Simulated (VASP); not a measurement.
Runs of VASP 6.6.1 on Al15VN16 (a cell with a defect). The cell holds a defect, 32 atoms: a = 6.220 Å, b = 6.220 Å, c = 9.960 Å, α = 90.00°, β = 90.00°, γ = 120.00°. 

```csv
task,level,spin,U,fixed moment (μB),cell,k mesh,mesh quality,moment (μB),largest force (eV/Å)
relaxation of the atoms,PBEsol+U,"collinear, zero start",V d U = 3 eV,0,"atoms relaxed from: atoms moved at random, drawn with an rms of 0.05 Å",3 × 3 × 2,coarse,0.00,0.02
single point,PBEsol+U,"collinear, zero start",V d U = 5 eV,0,as given,3 × 3 × 2,coarse,0.00,0.33
single point,PBEsol+U,"collinear, ferromagnetic start",V d U = 3 eV,-,as given,3 × 3 × 2,not flagged,0.00,0.04
single point,PBEsol,"collinear, zero start",-,0,as given,3 × 3 × 2,coarse,0.00,(a)
single point,PBEsol+U,"collinear, zero start",V d U = 3 eV,0,as given,4 × 4 × 2,not flagged,0.00,0.04
```

Alike in all rows: potentials or basis VASP PAW PBE potentials, release 64 (V_sv, Al, N); cutoff (eV) 450; smearing gaussian 0.03 eV.

**Question.** Fill in the values left out.

**Answer.** (a) 0.77.

Caveats: some runs use coarse meshes; the PAW data sets were made with another functional, which shifts forces and pressure a little; the total moment is fixed, so each spin has its own Fermi level (some runs).
